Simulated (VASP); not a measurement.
# Relaxed cell of Rhodium: a test of cutoff and mesh, part 2 of 2

Aim: test the relaxed volume of Rhodium against cutoff and mesh. The starting structure is a measured crystal structure from the Crystallography Open Database. The first relaxation on each setting starts from this cell expanded by 3 % in volume.

VASP 6.6.1.

Results so far: reference 13.49 Å³ an atom; a cutoff of 250 eV 13.14 Å³ an atom; an 11×11×11 mesh 13.51 Å³ an atom.

## 5. Relaxation with a cutoff of 600 eV

Level of this step: PBEsol; plane waves and PAW (Rh_pv) (VASP).

Against step 2 the input has ENCUT = 600. This run starts from the cell of an earlier relaxation, which isn't shown; the restart sets up the plane waves anew.

File INCAR:

```
SYSTEM = Rh
PREC = Accurate
ENCUT = 600
EDIFF = 1E-06
NELM = 100
ISMEAR = 1
SIGMA = 0.15
LREAL = .FALSE.
ALGO = Normal
GGA = PS
NBANDS = 13
LASPH = .TRUE.
LORBIT = 11
LWAVE = .FALSE.
LCHARG = .FALSE.
KPAR = 8
IBRION = 2
NSW = 50
ISIF = 3
EDIFFG = -0.006
```

File POSCAR:

```
Rh
1.0
    0.0000000000      1.8896163296      1.8896163296
    1.8896163296      0.0000000000      1.8896163296
    1.8896163296      1.8896163296      0.0000000000
Rh
1
Direct
    0.0000000000      0.0000000000      0.0000000000
```

File KPOINTS:

```
Automatic mesh
0
Gamma
20 20 20
0 0 0
```

The projector-augmented-wave data sets are Rh_pv (PBE family, release 64).

Run with:

```sh
$ mpirun -np 8 vasp_std
```

What it wrote:

```text
[... set-up lines as in an earlier step ...]
 entering main loop
       N       E                     dE             d eps       ncg     rms          rms(c)
DAV:   1     0.127249237257E+03    0.12725E+03   -0.97418E+03  6664   0.138E+03
DAV:   2    -0.710372499005E+01   -0.13435E+03   -0.12845E+03  7056   0.378E+02
DAV:   3    -0.876488261883E+01   -0.16612E+01   -0.16580E+01  7896   0.459E+01
DAV:   4    -0.877233220084E+01   -0.74496E-02   -0.74486E-02  7691   0.317E+00
[...]
DAV:   9    -0.813899179495E+01    0.40012E-03   -0.92713E-04  8061   0.443E-01    0.197E-02
DAV:  10    -0.813899692633E+01   -0.51314E-05   -0.96264E-06  7719   0.388E-02    0.759E-03
DAV:  11    -0.813899683504E+01    0.91289E-07   -0.18871E-06  7400   0.174E-02
   1 F= -.81389968E+01 E0= -.81393116E+01  d E =-.813900E+01
[...]
N       E                     dE             d eps       ncg     rms          rms(c)
DAV:   1    -0.813943977425E+01   -0.44285E-03   -0.59468E-03  6851   0.116E+00    0.156E-01
DAV:   2    -0.813898712492E+01    0.45265E-03   -0.92064E-04  6886   0.426E-01    0.256E-02
DAV:   3    -0.813898470308E+01    0.24218E-05   -0.11580E-05  7626   0.424E-02    0.145E-02
DAV:   4    -0.813898774789E+01   -0.30448E-05   -0.31797E-06  7041   0.219E-02    0.111E-03
DAV:   5    -0.813898763176E+01    0.11613E-06   -0.67454E-08  3723   0.383E-03
   2 F= -.81389876E+01 E0= -.81393009E+01  d E =0.920327E-05
 trial-energy change:    0.000009  1 .order    0.000009   -0.000010    0.000028
 step:   0.2671(harm=  0.2671)  dis= 0.00000  next Energy=    -8.138998 (dE=-0.137E-05)
[...]
N       E                     dE             d eps       ncg     rms          rms(c)
DAV:   1    -0.813924175842E+01   -0.25401E-03   -0.31960E-03  6846   0.851E-01    0.114E-01
DAV:   2    -0.813900142553E+01    0.24033E-03   -0.49525E-04  6851   0.313E-01    0.189E-02
DAV:   3    -0.813899876329E+01    0.26622E-05   -0.60827E-06  7426   0.307E-02    0.107E-02
DAV:   4    -0.813899778192E+01    0.98137E-06   -0.16945E-06  6525   0.160E-02
   3 F= -.81389978E+01 E0= -.81393121E+01  d E =-.946879E-06
[...]
reached required accuracy - stopping structural energy minimisation
```

Wall time 10 s (8 MPI ranks of Intel Xeon 6975P-C (Granite Rapids), shared host); peak memory 1.5 GiB; 73 s of CPU time.

From OUTCAR (step 5):

```text
  Total        0.0058903      0.0058903      0.0058903     -0.0000000      0.0000000     -0.0000000
  in kB        0.6995789      0.6995789      0.6995789     -0.0000000      0.0000000     -0.0000000
  external PRESSURE =       0.6995789 kB  Pullay stress =       0.0000000 kB

 POSITION                                       TOTAL-FORCE (eV/Angst)
 -----------------------------------------------------------------------------------
      0.00000      0.00000      0.00000         0.000000      0.000000      0.000000
 -----------------------------------------------------------------------------------
    total drift:                               -0.000000     -0.000000     -0.000000

  FREE ENERGIE OF THE ION-ELECTRON SYSTEM (eV)
  ---------------------------------------------------
  free  energy   TOTEN  =        -8.1389977819 eV

  energy  without entropy=       -8.1399407989  energy(sigma->0) =       -8.13931212

[... 2 parts as in an earlier step ...]

[... 2 further parts left out ...]
[key lines of the parts left out:]
E-fermi :  12.1109
```

With a cutoff of 600 eV the cell ends at 13.490 Å³ an atom, +0.00 % from the reference; the bulk modulus is 297.4 GPa against 297.2 GPa.

## 6. Relaxation with a 28×28×28 mesh

Against step 2 the input has a 28×28×28 mesh. This run starts from the cell of an earlier relaxation, which isn't shown; the restart sets up the plane waves anew.

Edit INCAR of step 5 so:

```diff
@@ -2,3 +2,3 @@
 PREC = Accurate
-ENCUT = 600
+ENCUT = 450
 EDIFF = 1E-06
```

File POSCAR:

```
Rh
1.0
    0.0000000000      1.8898062381      1.8898062381
    1.8898062381      0.0000000000      1.8898062381
    1.8898062381      1.8898062381      0.0000000000
Rh
1
Direct
    0.0000000000      0.0000000000      0.0000000000
```

File KPOINTS:

```
Automatic mesh
0
Gamma
28 28 28
0 0 0
```

Run with:

```sh
$ mpirun -np 8 vasp_std
```

What it wrote:

```text
[... set-up lines as in an earlier step ...]
 entering main loop
       N       E                     dE             d eps       ncg     rms          rms(c)
DAV:   1     0.107144094690E+03    0.10714E+03   -0.82826E+03 16301   0.112E+03
DAV:   2    -0.743463087625E+01   -0.11458E+03   -0.10973E+03 17329   0.334E+02
DAV:   3    -0.876306431329E+01   -0.13284E+01   -0.13258E+01 19304   0.403E+01
DAV:   4    -0.876907675766E+01   -0.60124E-02   -0.60114E-02 18822   0.278E+00
[...]
DAV:   9    -0.813777350915E+01    0.41058E-03   -0.94122E-04 19659   0.443E-01    0.197E-02
DAV:  10    -0.813777798731E+01   -0.44782E-05   -0.98328E-06 18859   0.380E-02    0.717E-03
DAV:  11    -0.813777814679E+01   -0.15948E-06   -0.13824E-06 16171   0.143E-02
   1 F= -.81377781E+01 E0= -.81376792E+01  d E =-.813778E+01
[...]
N       E                     dE             d eps       ncg     rms          rms(c)
DAV:   1    -0.813937726174E+01   -0.15993E-02   -0.21459E-02 16659   0.220E+00    0.297E-01
DAV:   2    -0.813775059591E+01    0.16267E-02   -0.32903E-03 16679   0.805E-01    0.486E-02
DAV:   3    -0.813773868691E+01    0.11909E-04   -0.43447E-05 18574   0.824E-02    0.275E-02
DAV:   4    -0.813774609804E+01   -0.74111E-05   -0.11167E-05 17154   0.395E-02    0.212E-03
DAV:   5    -0.813774582404E+01    0.27400E-06   -0.23172E-07 12102   0.704E-03
   2 F= -.81377458E+01 E0= -.81376459E+01  d E =0.323227E-04
 trial-energy change:    0.000032  1 .order    0.000032   -0.000037    0.000101
 step:   0.2701(harm=  0.2701)  dis= 0.00000  next Energy=    -8.137783 (dE=-0.503E-05)
[...]
N       E                     dE             d eps       ncg     rms          rms(c)
DAV:   1    -0.813865600771E+01   -0.90991E-03   -0.11450E-02 16654   0.161E+00    0.215E-01
DAV:   2    -0.813779249738E+01    0.86351E-03   -0.17646E-03 16619   0.589E-01    0.361E-02
DAV:   3    -0.813778374134E+01    0.87560E-05   -0.21803E-05 18299   0.584E-02    0.203E-02
DAV:   4    -0.813778249773E+01    0.12436E-05   -0.58047E-06 17129   0.284E-02    0.145E-03
DAV:   5    -0.813778259438E+01   -0.96653E-07   -0.10564E-07 10307   0.471E-03
   3 F= -.81377826E+01 E0= -.81376834E+01  d E =-.444759E-05
[...]
reached required accuracy - stopping structural energy minimisation
```

Wall time 15 s (8 MPI ranks); peak memory 1.5 GiB; 1.9 min of CPU time.

From OUTCAR (step 6):

```text
  Total        0.0015306      0.0015306      0.0015306      0.0000000      0.0000000      0.0000000
  in kB        0.1817814      0.1817814      0.1817814      0.0000000      0.0000000      0.0000000
  external PRESSURE =       0.1817814 kB  Pullay stress =       0.0000000 kB

 POSITION                                       TOTAL-FORCE (eV/Angst)
 -----------------------------------------------------------------------------------
      0.00000      0.00000      0.00000        -0.000000      0.000000      0.000000
 -----------------------------------------------------------------------------------
    total drift:                                0.000000      0.000000      0.000000

  FREE ENERGIE OF THE ION-ELECTRON SYSTEM (eV)
  ---------------------------------------------------
  free  energy   TOTEN  =        -8.1377825944 eV

  energy  without entropy=       -8.1374849518  energy(sigma->0) =       -8.13768338

[... 1 part as in an earlier step ...]

[... 3 further parts left out ...]
[key lines of the parts left out:]
E-fermi :  12.1102
```

With a 28×28×28 mesh the cell ends at 13.490 Å³ an atom, +0.00 % from the reference; the bulk modulus is 297.2 GPa against 297.2 GPa.

## 7. All runs side by side

| run | volume (Å³/atom) | change (%) | bulk modulus (GPa) | pressure left (GPa) | core minutes |
| --- | --- | --- | --- | --- | --- |
| reference | 13.49 | - | 297.2 | 0.02 | 2.77 |
| a cutoff of 250 eV | 13.137 | -2.61 | 319.3 | 0.04 | 2.03 |
| an 11×11×11 mesh | 13.511 | 0.16 | 295.2 | 0.01 | 1.41 |
| a cutoff of 600 eV | 13.49 | 0.0 | 297.4 | 0.07 | 3.36 |
| a 28×28×28 mesh | 13.49 | 0.0 | 297.2 | 0.02 | 5.36 |

Core minutes are wall time times ranks, summed over the relaxations behind a row (those for a bulk modulus apart), on shared hosts.

## 8. What came out

```
volume of the reference                          : 13.49 Å³/atom
volume against the reference, a cutoff of 250 eV : -2.61 %
volume against the reference, an 11×11×11 mesh   : +0.16 %
volume against the reference, a cutoff of 600 eV : +0.00 %
volume against the reference, a 28×28×28 mesh    : +0.00 %
```

**Reading.** The volume moves most with a cutoff of 250 eV: -2.61 % against the reference (450 eV, 20×20×20 mesh). On finer settings it changes by +0.00 % with a cutoff of 600 eV and +0.00 % with a 28×28×28 mesh. The relaxations stop with up to 0.07 GPa left, which at the bulk modulus found here is 0.02 % of the volume. That understates it: a restart alone still moved the volume by up to 1.3 %. A cell that shrinks at the lower cutoff is the usual mark of Pulay stress, the error that a plane-wave basis makes when it is kept while the volume changes. The bulk modulus is more sensitive: it changes by +7.4 % with a cutoff of 250 eV. Further runs on this material are not shown.

[Lines on the potential files, build, host, timing and source positions are cut from VASP's logs without a mark.]

[Logs are printed without paths, hosts, clocks, repeated set-up lines and the standing remarks that a program may print on its own settings, such as how far it seeks lower states.]

[Hosts, paths, dates, database ids (printed as entryN), source tags and the programs' standing remarks are cut or masked in the printed files.]
